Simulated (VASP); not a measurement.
OSZICAR of a VASP run on SnTe (space group Fm-3m):

OSZICAR:
```
       N       E                     dE             d eps       ncg     rms          rms(c)
DAV:   1     0.150932715207E+03    0.15093E+03   -0.81042E+03   908   0.138E+03
DAV:   2     0.115751347796E+02   -0.13936E+03   -0.13536E+03   924   0.376E+02
DAV:   3    -0.692622033018E+01   -0.18501E+02   -0.18180E+02  1084   0.135E+02
DAV:   4    -0.774409848254E+01   -0.81788E+00   -0.81505E+00  1032   0.302E+01
DAV:   5    -0.777610969350E+01   -0.32011E-01   -0.32006E-01  1276   0.594E+00    0.492E+00
DAV:   6    -0.770987434512E+01    0.66235E-01   -0.13907E-01  1104   0.314E+00    0.323E+00
DAV:   7    -0.771039342449E+01   -0.51908E-03   -0.43878E-02  1084   0.116E+00    0.174E+00
DAV:   8    -0.771187478840E+01   -0.14814E-02   -0.22093E-03  1100   0.363E-01    0.517E-01
DAV:   9    -0.771199173808E+01   -0.11695E-03   -0.11390E-03  1092   0.340E-01    0.135E-01
DAV:  10    -0.771211204182E+01   -0.12030E-03   -0.17694E-04   972   0.954E-02    0.385E-02
DAV:  11    -0.771212301129E+01   -0.10969E-04   -0.10880E-05  1076   0.316E-02    0.176E-02
DAV:  12    -0.771212937953E+01   -0.63682E-05   -0.78266E-06   800   0.169E-02    0.133E-02
DAV:  13    -0.771213028222E+01   -0.90269E-06   -0.69634E-07   632   0.120E-02
   1 F= -.77121303E+01 E0= -.77119647E+01  d E =-.331264E-03  mag=     0.0000     0.0000     0.0000
```

Q: Which electronic solver shows in the log?

A: It is blocked Davidson (ALGO = Normal, or the opening steps of other solvers). The INCAR had ALGO = Normal.

Q: How was spin treated?

A: With non-collinear spinors: mag has three components.

Q: Can the final energy be trusted as converged?

A: The run converged. It stopped with EDIFF = 1E-6, NELM = 100 (PBE GGA with spin-orbit coupling, plane waves, VASP's PBE PAW potentials (set 64)).

The structure comes from a computed database's SnTe entry (Fm-3m); how it stands against other phases isn't given here. It was relaxed first.
